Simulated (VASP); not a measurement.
Given:

```yaml
crystal:
  lattice:
    - [2.78895, 0.00000, 0.00000]
    - [0.00000, 2.78895, 0.00000]
    - [0.00000, 0.00000, 2.78895]
  atoms:
    - { symbol: Cr, position: [0.00000, 0.00000, 0.00000] }
    - { symbol: Cr, position: [0.50000, 0.50000, 0.50000] }
```

Computed with LDA (Ceperley-Alder, Perdew-Zunger), VASP's LDA PAW potentials (set 64) (plane waves; VASP 6.6.1). Numerical set-up: 520 eV cut-off, Gaussian smearing of 0.050 eV, potentials Cr_pv.

Question: Predict the band gap (along the path) with the smallest direct gap where there is one.

Answer: 
* **band gap (along the path)**: none (metal, semimetal or under 0.01 eV)

Total energies compare only between runs with the same potentials, cut-off and functional.

The compound is Cr in the bcc, AFM order structure. It was relaxed first, which changed the volume by -9 %. The run is not spin-polarised, so no magnetic state was tried.
